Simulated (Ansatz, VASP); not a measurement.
# Two plane-wave programs on ZrNb3N

```xyz
10
Lattice="3.3604 0.0000 0.0000 -1.6802 2.9102 0.0000 0.0000 0.0000 19.7834" Properties=species:S:1:pos:R:3 pbc="T T T"
Zr    1.6802    0.9701    4.9458
Zr    1.6802    0.9701   14.8375
Nb    0.0000    0.0000    7.1737
Nb    0.0000    0.0000   17.0654
Nb    3.3604    0.0000    2.7180
Nb    0.0000    0.0000   12.6097
Nb   -1.6802    2.9102    9.8917
Nb    0.0000    0.0000    0.0000
N     1.6802    0.9701    9.8917
N     1.6802    0.9701   19.7834
```

Alike in both runs: task single point; functional PBE; k mesh 6 × 6 × 1; occupations gaussian, width 0.2 eV; no spin polarisation.

|  | VASP | Ansatz |
| --- | --- | --- |
| version | VASP 6.6.1 | Ansatz 0.2.0 |
| potentials or method | VASP PAW PBE potentials, release 64 (Zr_sv, Nb_sv, N) | scalar-relativistic, plane waves, PAW |
| plane-wave cutoff (eV) | 520 | 420 |
| valence electrons in the cell | 112 | 112 |

Ansatz gave:

```
gap on the k mesh at the Fermi level (eV)       : none
pressure (GPa)                                  : 0.3
largest component of the traceless stress (GPa) : 0.03
rms of the force components (eV/Å)              : 0.008
```

Which values does VASP return?

gap on the k mesh at the Fermi level (eV): none; pressure (GPa): 0.1; largest component of the traceless stress (GPa): 0.08; rms of the force components (eV/Å): 0.005.

Atom by atom the forces differ by 0.003 eV/Å (rms over components). A gap of «none» marks a metal or a gap that the smearing closes. The functional is the same, so the differences come from potentials, cutoffs and numerics.
